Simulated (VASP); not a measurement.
An input for Ansatz (written as the equivalent of a VASP run, and not itself run):

Ansatz 0.2 input:
```yaml
crystal:
  lattice:
    - [3.8788496, 0.0000000, 0.0000000]
    - [-1.9394248, 3.3591823, 0.0000000]
    - [0.0000000, 0.0000000, 6.8287739]
  atoms:
    - { symbol: Sn, position: [0.0000000, 0.0000000, 0.0000000] }
    - { symbol: Se, position: [0.6666670, 0.3333330, 0.7667308] }
    - { symbol: Se, position: [0.3333330, 0.6666670, 0.2332692] }
kpoints:
  mp_grid: { grid: [6, 6, 3] }
hamiltonian:
  xc: pbe
  pseudopotentials: { kind: paw }
scf:
  occupations: { method: gaussian, width: 0.05 }
  max_iter: 100
relax:
  max_steps: 60
  f_tol: 0.02
  cell: {}
output: { forces: true, stress: true, eigenvalues: true }
```

**Question.** Translate this input to VASP (INCAR, KPOINTS, POSCAR, choice of POTCAR).

**Answer.** Several could match; the one computed here: 
**POSCAR**
```
SnSe2
1.0
  3.8788495978   0.0000000000   0.0000000000
 -1.9394247989   3.3591822904   0.0000000000
  0.0000000000   0.0000000000   6.8287738590
Sn Se
1 2
Direct
  0.0000000000   0.0000000000   0.0000000000
  0.6666670000   0.3333330000   0.7667307789
  0.3333330000   0.6666670000   0.2332692211
```

KPOINTS:
```
Automatic mesh
0
Gamma
6 6 3
0 0 0
```

INCAR:
```
IBRION=2
PREC=Accurate
EDIFF=1E-6   # SCF stop (eV)
NELM=100
GGA=PE   # PBE
EDIFFG=-0.02
SIGMA=0.05   # width (eV)
ISMEAR=0
LMAXMIX=4   # l cut-off of mixed one-centre charges
ISIF=3
ALGO=Normal
SYSTEM=SnSe2
LCHARG=.FALSE.
LREAL=.FALSE.   # projection in real space or not
LWAVE=.FALSE.
LASPH=.TRUE.   # aspherical one-centre terms
NSW=60
ENCUT=400
```

POTCAR, in this order: Sn_d Se (PBE.64 set). Program: vasp_std.

The two are equivalent in intent, not identical: each code has its own PAW files, so the cut-off isn't converted (ENCUT is set for VASP's; basis.ecutwfc is left out, and Ansatz then takes the one that its files recommend); Ansatz stops its SCF on the density residual and VASP on the energy change (EDIFF).

The structure comes from a computed database's SnSe2 entry (P-3m1); how it stands against other phases isn't given here. It was relaxed first, which changed the volume by +7 %. The start is the result of an earlier pass.
